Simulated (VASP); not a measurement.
```
Tb
1.0
    1.61293    -2.79368     0.00000
    1.61293     2.79368     0.00000
    0.00000     0.00000     5.27142
Tb
2
Direct
  0.33333   0.66667   0.25000
  0.66667   0.33333   0.75000
```

Method: PBEsol GGA, VASP's PBE PAW potentials (set 64) (plane waves; VASP 6.6.1). Settings: 480 eV cut-off, 12×12×6 Γ-centred mesh, first-order Methfessel-Paxton smearing of 0.10 eV, potentials Tb_3.

The 4f electrons are frozen in the core of the lanthanide potential, so 4f levels, which can set the real gap, and their magnetism are missing.

### Question
What does the run give for the energy per atom (σ→0), pressure, band gap (on the k-mesh) with the smallest direct gap where there is one?

### Answer

```
Property                                                    Result
------------------------  ----------------------------------------
band gap (on the k-mesh)  none (metal, semimetal or under 0.01 eV)
energy per atom (σ→0)                               -4.722 eV/atom
pressure                                                 14.99 GPa
```

The compound is Tb in the hcp structure. It was relaxed first under an external pressure of 15 GPa.
